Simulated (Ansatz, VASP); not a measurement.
# Cross-check of Bi2Se3 (Paraguanajuatite) between VASP and Ansatz

Aim: how closely do two programs agree when they are given the same cell, functional and k mesh? The cell is taken from a series of VASP runs on this material, whose earlier steps may have relaxed, scaled or displaced it; both programs get it as it stands.

Method: plane waves, with VASP 6.6.1 beside it; relaxation of cell and atoms at r2SCAN, in Ansatz 0.2.0.

## Step 1: Starting point

The structure is trigonal, space group R-3m (No. 166). Conventional cell: a = 4.163 Å, b = 4.163 Å, c = 29.933 Å, α = 90.00°, β = 90.00°, γ = 120.00°. Bi has 6 Se at 2.86 to 3.09 Å nearest. Nearest to Se lie 6 Bi at 3.09 Å. Se has 3 Bi at 2.86 Å nearest. Farther neighbours and most contacts between anions are not listed.

## Step 2: Ansatz: relaxation of cell and atoms, r2SCAN

Ansatz runs on its default PAW (the set named soft_2) files.

The relaxed volume is the usual yardstick between codes: its relative difference is about their pressure difference at one cell divided by the bulk modulus.

Contents of input.yaml:

```yaml
crystal:
  lattice:
    - [2.0816586532, 1.2018461838, 9.9775547687]
    - [-2.0816586532, 1.2018461838, 9.9775547687]
    - [0.0, -2.4036923677, 9.9775547687]
  atoms:
    - { symbol: Bi, position: [0.3981350412, 0.3981350412, 0.3981350412] }
    - { symbol: Bi, position: [0.6018649588, 0.6018649588, 0.6018649588] }
    - { symbol: Se, position: [0.0, 0.0, 0.0] }
    - { symbol: Se, position: [0.2167256135, 0.2167256135, 0.2167256135] }
    - { symbol: Se, position: [0.7832743865, 0.7832743865, 0.7832743865] }
hamiltonian:
  xc: r2scan
  pseudopotentials: { kind: paw }
kpoints:
  mp_grid: { grid: [6, 6, 6] }
scf:
  occupations: { method: gaussian, width: 0.05 }
relax:
  f_tol: 0.01
  max_steps: 60
  cell: { stress_tol: 0.05 }
output:
  forces: true
  stress: true
```

On the command line:

```console
> ansatz run input.yaml --threads 4 --pin off --max-ram 9216MiB --backend cpu --events-out ev --progress --plain --runs-dir out
```

Numbers of over 12 decimals in the logs are rounded to 6 here.

The log of the run:

```text
basis.fft_grid_basis auto: the FFT boxes are laid along the combinations [[1, 0, -1], [0, 1, -1], [0, 0, 1]] of the cell's own vectors, 4.163, 4.163 and 10.263 Å long. The dense box has 32×32×75 points. Along the cell's own vectors, as sized, it would have 75×75×75, 5.49 times as many. Of the 12 symmetry operations that the crystal satisfies within crystal.symmetry.tolerance (time reversal apart; of a slab, those tha [...]
Engine: ansatz 0.2.0, aarch64-unknown-linux-gnu
Pseudopotentials: kind: paw
Pseudopotential: Bi, paw, valence charge 15, recommended cutoff 500 eV (meta_gga), Bi.paw.azcp
Pseudopotential: Se, paw, valence charge 16, recommended cutoff 500 eV (meta_gga), Se.paw.azcp
Functional definition: r2SCAN
  parameter k0 = 0.174
  parameter k1 = 0.065
  parameter a1 = 4.9479
  exchange = r2scan_x(k0 = k0, k1 = k1, a1 = a1)
  correlation = r2scan_c
Crystal: 5 atoms, lattice volume = 149.773 Å³
Basis set: ecut = 500 eV, 3829 PW (Γ), FFT grids on a1−a3, a2−a3, a3, exchange–correlation on 128×128×300 points (64 copies of the dense FFT grid, shifted against one another)
Bands: 47, of which v1, the nominal top of the filled ones, is band 39 counted from 1 (38 counted from 0)
Symmetry: 12 space group operations
Space group: R-3m (ITA 166), of the structure as read, at distance tolerance 5.3e-5 Å
k-points: 32 of 216
Non-local potential: Bi, projectors of the file, l = 0: 2, l = 1: 2, l = 2: 2, l = 3: 2
Non-local potential: Se, projectors of the file, l = 0: 2, l = 1: 2, l = 2: 3, l = 3: 1
PAW form: soft (Blöchl's): semilocal exchange-correlation on the pseudo side does not see the compensation charge
PAW frozen core: Bi, regenerated for the run's functional (the file was generated under x = pbe(κ = 0.804, μ = 0.219515), c = pbe(β = 0.066725))
PAW frozen core: Se, regenerated for the run's functional (the file was generated under x = pbe(κ = 0.804, μ = 0.219515), c = pbe(β = 0.066725))
PAW one-centre angular grid: Bi, 590 points (default); XC on 160 Gauss nodes
PAW one-centre angular grid: Se, 590 points (default); XC on 160 Gauss nodes
Initial density: superposition of atomic densities (neutral atoms: chi_scale 0, normalization atom), corrected by the library's trained network
Initial wavefunctions: pseudopotential atomic-orbital guess
Functional: x = r2scan, c = r2scan; τ floored in thin density (d = 2e-4 eV/Å³)
SCF iter   1: F=—  HF=-41258.639590 eV  |F-HF|=—  |Δ(HF+E_count)|=         —  Δρ=4.56e-3  dr2=6.91e-2  dr2_τ=1.22e-2  ethr=1.77e-3  ⟨swp⟩=8.1  Hψ=6384  notcnv=0  defer=2
preconditioner: auto → Resta (q_TF=auto, 2.447 Å⁻¹)  ε∞=3.7  [insulator: Δε(μ)=0.815 eV  Ē_g=9.831 eV  σ=0.050 eV  W_gap=1.00  n_scr=42 (ndim 8)  ℏωp=16.1 eV  f_vac=0.069  D(μ)=0.00/eV (n_scr^D=0)  ε∞_Penn≈3.7]
SCF iter   2: F=—  HF=-41258.644520 eV  |F-HF|=—  |Δ(HF+E_count)|=   4.93e-3  Δρ=2.23e-3  dr2=1.02e-2  dr2_τ=6.29e-4  ethr=8.86e-5  ⟨swp⟩=2.5  Hψ=2723  notcnv=0  defer=48
SCF iter   3: F=—  HF=-41258.644653 eV  |F-HF|=—  |Δ(HF+E_count)|=   1.33e-4  Δρ=1.17e-3  dr2=3.00e-3  dr2_τ=7.39e-5  ethr=1.30e-5  ⟨swp⟩=2.3  Hψ=2399  notcnv=0  defer=16
automatic band count: iteration 3 solves 46 bands in place of 47: the levels show a gap, and the empty bands left out lie too high to hold charge; the band table lists the bands solved (type scf.n_extra_bands for more)
SCF iter   4: F=—  HF=-41258.644861 eV  |F-HF|=—  |Δ(HF+E_count)|=   2.08e-4  Δρ=3.44e-4  dr2=2.48e-4  dr2_τ=7.44e-6  ethr=3.85e-6  ⟨swp⟩=2.1  Hψ=1766  notcnv=0  defer=16
SCF iter   5: F=—  HF=-41258.644898 eV  |F-HF|=—  |Δ(HF+E_count)|=   3.75e-5  Δρ=1.34e-4  dr2=2.26e-5  dr2_τ=6.70e-7  ethr=3.18e-7  ⟨swp⟩=2.0  Hψ=2384  notcnv=0  defer=16
SCF iter   6: F=—  HF=-41258.644921 eV  |F-HF|=—  |Δ(HF+E_count)|=   2.24e-5  Δρ=2.64e-5  dr2=1.25e-6  dr2_τ=3.17e-8  ethr=2.89e-8  ⟨swp⟩=2.0  Hψ=2383  notcnv=0  defer=16
SCF iter   7: F=-41258.644922 eV  HF=-41258.644922 eV  |F-HF|=3.66e-9  |Δ(HF+E_count)|=   8.62e-7  Δρ=6.93e-6  dr2=7.60e-8  dr2_τ=4.76e-9  ethr=1.28e-10  ⟨swp⟩=4.0  Hψ=6204  notcnv=0
SCF 1 converged in 7 iterations: F = -41258.644922 eV  dr2 = 7.60e-8
  greatest PAW one-centre occupation: 1.000 electrons in one spin orbital (limit 2), on the Se atom at site 4 (counted from 0), in its partial waves of l = 2
relax step   1: F+E_penalty+E_count = -41258.64492164 eV  Δ(F+E_penalty+E_count) = +0.000e0 eV  max|allowed force component| = 1.779e-2 eV/Å  Δτ_max = 0.0000 Å  P = +0.047 GPa  Ω = 149.773 Å³  (7 SCF iters, dr2 threshold 1.00e-7 eV, accepted)
[...]
relax step   2: F+E_penalty+E_count = -41258.64479794 eV  Δ(F+E_penalty+E_count) = +1.237e-4 eV  max|allowed force component| = 4.050e-2 eV/Å  Δτ_max = 0.0357 Å  P = +0.062 GPa  Ω = 151.081 Å³  energy of the carried Pulay correction = -1.192e-4 eV  (8 SCF iters, dr2 threshold 2.03e-8 eV, rejected (line search))
[...]
relax step   3: F+E_penalty+E_count = -41258.64543443 eV  Δ(F+E_penalty+E_count) = -5.128e-4 eV  max|allowed force component| = 3.378e-3 eV/Å  Δτ_max = 0.0172 Å  P = +0.009 GPa  Ω = 150.529 Å³  energy of the carried Pulay correction = -6.900e-5 eV  (10 SCF iters, accepted)
[...]
relax step   4: F+E_penalty+E_count = -41258.64553893 eV  Δ(F+E_penalty+E_count) = -1.045e-4 eV  max|allowed force component| = 3.350e-3 eV/Å  Δτ_max = 0.0099 Å  P = +0.006 GPa  Ω = 150.912 Å³  energy of the carried Pulay correction = -1.039e-4 eV  (8 SCF iters, dr2 threshold 9.33e-9 eV, accepted)
[...]
relax step   5: F+E_penalty+E_count = -41258.64564629 eV  Δ(F+E_penalty+E_count) = -1.074e-4 eV  max|allowed force component| = 3.328e-3 eV/Å  Δτ_max = 0.0000 Å  P = +0.007 GPa  Ω = 150.912 Å³  stress off target by 3.28e-2 GPa  SCF on the basis re-selected at this cell (its energy is not comparable with the rows above)  (7 SCF iters)
basis re-selected at this cell: Δ(F+E_penalty+E_count) = -1.074e-4 eV, ΔP = +0.001 GPa vs the last step (what re-selecting the basis moved, of the pressure what is left beyond the Pulay correction that the steps carried, after the strain that the cell walked since its last selection, with what the two solves' SCF thresholds leave and, on support functions, any second-order correction that the steps lacked; it is no measure of the basis error at this ecutwfc). The dense FFT grid was sized anew with the basis: this SCF ran on 32×32×80 points, the steps before it on 32×32×75, so part of this shift can come from that change (see relax.cell in the input reference). [rest of the remark cut]
SCF converged after 7 iterations
Free energy (F): -41258.645646 eV
Harris-Foulkes:  -41258.645646 eV  (|F-HF|=7.28e-12)
Internal energy: -41258.645646 eV  (E = F + TS)
E sigma→0 (E₀):  -41258.645646 eV
Fermi energy:    8.109165 eV
--- Per-component energies (eV) ---
  E_band       = -1466.769078
  E_kinetic    = 954.472099
  E_local      = -10979.247393  (includes V_loc(G=0)·N_el)
  E_nonlocal   = -659.164696
  E_hartree    = 4890.535425
  E_xc         = -577.414908
  E_vxc        = -630.847718  (∫ρ·V_xc dr)
  E_paw        = -27151.326799  (= ΣΔE_a)
  E_vpaw       = 29.824953  (= ΣTr[D̂ρ^β])
  E_aug_tail   = -0.001147  (compensation charges beyond the density's cutoff)
  E_vtau       = 37.123906  (kinetic-family band-sum trace: ∫τ·v_τ [+ j·A + Jᵃ·Aᵃ] dr)
  E_ewald      = -7732.955011
  E_core_change = -3.543216  (= ΣΔE_core)
  E_smearing   = -0.000000  (= −TS)
  E_closure    = -0.000000  (closes the sum)
  Σ components = -41258.645646   (vs F -41258.645646, Δ=0.00e0)
--- Forces (eV/Å), atoms counted from 1 ---
  atom   1  Bi     0.00000000     0.00000000    -0.00116718
  atom   2  Bi    -0.00000000    -0.00000000     0.00116718
  atom   3  Se     0.00000000     0.00000000    -0.00000000
  atom   4  Se     0.00000000     0.00000000    -0.00332849
  atom   5  Se    -0.00000000    -0.00000000     0.00332849
  max |Σ_I F_I| component: 4.34e-19 eV/Å
--- Stress (GPa, compression-positive) ---
       -0.005922       0.000000      -0.000000
        0.000000      -0.005922      -0.000000
       -0.000000      -0.000000       0.032770
  P = ⅓ Tr σ = 0.0070 GPa (0.070 kbar)
--- Relaxed structure (4 steps of the walk, 3 accepted, 1 SCFs on fresh bases) ---
  F+E_penalty+E_count = -41258.64564629 eV   max|allowed force component| = 3.328e-3 eV/Å   (the final SCF, on the basis selected at the relaxed cell)
  cell:  # Å, volume = 150.9123 Å³
    - [2.081680, 1.201858, 10.053247]
    - [-2.081680, 1.201858, 10.053247]
    - [0, -2.403717, 10.053247]
  atoms:
    - { symbol: Bi, position: [0.397680, 0.397680, 0.397680] }
    - { symbol: Bi, position: [0.602320, 0.602320, 0.602320] }
    - { symbol: Se, position: [0, 0, 0] }
    - { symbol: Se, position: [0.217629, 0.217629, 0.217629] }
    - { symbol: Se, position: [0.782371, 0.782371, 0.782371] }
```

The job ended after 36 s (4 threads of Arm Neoverse V1, shared host; peak memory 0.94 GiB; 2.3 min of CPU time).

## Step 3: VASP: relaxation of cell and atoms, r2SCAN

The same cell, functional, mesh and smearing now go to VASP, with its own data sets and cutoff.

Lines of VASP's logs that name or quote its potential files are left out, and so is its time.

Contents of INCAR:

```
SYSTEM = Bi2Se3
PREC = Accurate
ENCUT = 400
EDIFF = 1E-06
NELM = 100
ISMEAR = 0
SIGMA = 0.05
LREAL = .FALSE.
ALGO = Normal
METAGGA = R2SCAN
LASPH = .TRUE.
NBANDS = 30
LORBIT = 11
LWAVE = .FALSE.
LCHARG = .FALSE.
KPAR = 4
IBRION = 2
NSW = 60
ISIF = 3
EDIFFG = -0.01
```

Contents of POSCAR:

```
Bi2Se3
1.0
    2.0816586532      1.2018461838      9.9775547687
   -2.0816586532      1.2018461838      9.9775547687
    0.0000000000     -2.4036923677      9.9775547687
Bi Se
2 3
Direct
    0.3981350412      0.3981350412      0.3981350412
    0.6018649588      0.6018649588      0.6018649588
    0.0000000000      0.0000000000      0.0000000000
    0.2167256135      0.2167256135      0.2167256135
    0.7832743865      0.7832743865      0.7832743865
```

Contents of KPOINTS:

```
Automatic mesh
0
Gamma
6 6 6
0 0 0
```

The projector-augmented-wave data sets are Bi_d and Se (PBE family, release 64).

On the command line:

```console
> mpirun -np 4 vasp_std
```

The log of the run:

```text
[banner, memory and clock lines left out]
running    4 mpi-ranks, on    1 nodes
 distrk:  each k-point on    1 cores,    4 groups
 distr:  one band on    1 cores,    1 groups

 POSCAR found type information on POSCAR BiSe
 POSCAR found :  2 types and       5 ions
|                                                                             |
|               ----> ADVICE to this user running VASP <----                  |
|                                                                             |
|     You enforced a specific xc type in the INCAR file but a different       |
|     [... a line on the potential file left out ...]
|     I HOPE YOU KNOW WHAT YOU ARE DOING!                                     |
|                                                                             |

 LDA part: xc-table for (None), standard interpolation
 POSCAR, INCAR and KPOINTS ok, starting setup
 FFT: planning ... GRIDC
 FFT: planning ... GRID_SOFT
 FFT: planning ... GRID
 WAVECAR not read
 entering main loop
       N       E                     dE             d eps       ncg     rms          rms(c)
DAV:   1     0.282324306134E+03    0.28232E+03   -0.20520E+04  1920   0.139E+03
DAV:   2    -0.123844808299E+03   -0.40617E+03   -0.39164E+03  2056   0.383E+02
DAV:   3    -0.171172686430E+03   -0.47328E+02   -0.45079E+02  2532   0.147E+02
DAV:   4    -0.173072956775E+03   -0.19003E+01   -0.18815E+01  2316   0.309E+01
DAV:   5    -0.173130242679E+03   -0.57286E-01   -0.57231E-01  2530   0.519E+00    0.537E+00
DAV:   6    -0.161985106576E+03    0.11145E+02   -0.38345E+00  2368   0.230E+01    0.404E+00
DAV:   7    -0.162029140578E+03   -0.44034E-01   -0.50596E-01  2220   0.378E+00    0.199E+00
DAV:   8    -0.162060736568E+03   -0.31596E-01   -0.75688E-02  2084   0.227E+00    0.686E-01
DAV:   9    -0.162066307682E+03   -0.55711E-02   -0.77856E-03  2506   0.763E-01    0.211E-01
DAV:  10    -0.162066340405E+03   -0.32723E-04   -0.16447E-03  2154   0.322E-01    0.938E-02
DAV:  11    -0.162066689326E+03   -0.34892E-03   -0.42807E-04  2058   0.129E-01    0.508E-02
DAV:  12    -0.162066724354E+03   -0.35028E-04   -0.55600E-05  2842   0.493E-02    0.190E-02
DAV:  13    -0.162066728533E+03   -0.41793E-05   -0.12199E-05  2070   0.368E-02    0.275E-03
DAV:  14    -0.162066728589E+03   -0.56440E-07   -0.76219E-07  1200   0.820E-03
   1 F= -.16206673E+03 E0= -.16206673E+03  d E =-.162067E+03
 curvature:   0.00 expect dE= 0.000E+00 dE for cont linesearch  0.000E+00
 trial: gam= 0.00000 g(F)=  0.394E-05 g(S)=  0.260E-04 ort = 0.000E+00 (trialstep = 0.100E+01)
 search vector abs. value=  0.299E-04
 bond charge predicted
       N       E                     dE             d eps       ncg     rms          rms(c)
DAV:   1    -0.162066834002E+03   -0.10547E-03   -0.50504E-03  2262   0.584E-01    0.515E-02
DAV:   2    -0.162066775721E+03    0.58281E-04   -0.24960E-04  2452   0.169E-01    0.276E-02
DAV:   3    -0.162066753688E+03    0.22033E-04   -0.94462E-05  2552   0.107E-01    0.736E-03
DAV:   4    -0.162066752812E+03    0.87622E-06   -0.96194E-06  2100   0.272E-02
   2 F= -.16206675E+03 E0= -.16206675E+03  d E =-.242224E-04
 ZBRENT: can't locate minimum, use default step
 trial-energy change:   -0.000024  1 .order   -0.000029   -0.000030   -0.000027
 step:   4.0000(harm= 11.6611)  dis= 0.00102  next Energy=  -162.066903 (dE=-0.175E-03)
 reached required accuracy - stopping structural energy minimisation
```

(Continued in part 2 of 2.)

[Lines on the potential files, build, host, timing and source positions are cut from VASP's logs without a mark.]

[Logs are printed without paths, hosts, clocks, repeated set-up lines and the standing remarks that a program may print on its own settings, such as how far it seeks lower states.]

[Hosts, paths, dates, database ids (printed as entryN), source tags and the programs' standing remarks are cut or masked in the printed files.]
